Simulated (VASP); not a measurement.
A VASP calculation is set up with these files.

### KPOINTS
```
Automatic mesh
0
Gamma
7 7 7
0 0 0
```

**POSCAR**
```
CaS
1.0
  3.6530000000   0.0000000000   0.0000000000
  0.0000000000   3.6530000000   0.0000000000
  0.0000000000   0.0000000000   3.6530000000
Ca S
1 1
Direct
  0.0000000000   0.0000000000   0.0000000000
  0.5000000000   0.5000000000   0.5000000000
```

INCAR:
```
# general
SYSTEM = CaS
PREC   = Accurate
ENCUT  = 400
LREAL  = .False.
LASPH  = .True.   # aspherical one-centre terms

# electronic loop
EDIFF  = 1E-6
NELM   = 100   # most electronic steps
ALGO   = Normal   # blocked Davidson

# smearing
ISMEAR = 0
SIGMA  = 0.05

# functional
GGA    = PS   # PBEsol

# ions
IBRION = 2   # conjugate gradients
NSW    = 60   # most ionic steps
ISIF   = 3   # ions, shape and volume
EDIFFG = -0.01

# output
LWAVE  = .False.
LCHARG = .False.
```

POTCAR, in this order: Ca_sv S (PBE.64 set). Program: vasp_std.

### Question
Write an equivalent input for Ansatz.

### Answer
One equivalent input (not run):
Ansatz 0.2 input:
```yaml
crystal:
  lattice:
    - [3.6530000, 0.0000000, 0.0000000]
    - [0.0000000, 3.6530000, 0.0000000]
    - [0.0000000, 0.0000000, 3.6530000]
  atoms:
    - { symbol: Ca, position: [0.0000000, 0.0000000, 0.0000000] }
    - { symbol: S, position: [0.5000000, 0.5000000, 0.5000000] }
kpoints:
  mp_grid: { grid: [7, 7, 7] }
hamiltonian:
  xc: pbesol
  pseudopotentials: { kind: paw }
scf:
  occupations: { method: gaussian, width: 0.05 }
  max_iter: 100
relax:
  max_steps: 60
  f_tol: 0.01
  cell: {}
output: { forces: true, stress: true, eigenvalues: true }
```
Limits of the translation: each code has its own PAW files, so the cut-off isn't converted (ENCUT is set for VASP's; basis.ecutwfc is left out, and Ansatz then takes the one that its files recommend); Ansatz stops its SCF on the density residual and VASP on the energy change (EDIFF).

The structure was generated: CaS was put into the CsCl type type (Pm-3m), which need not be its known phase. This run relaxes it. Symmetry was kept, so distortions that lower it aren't found.
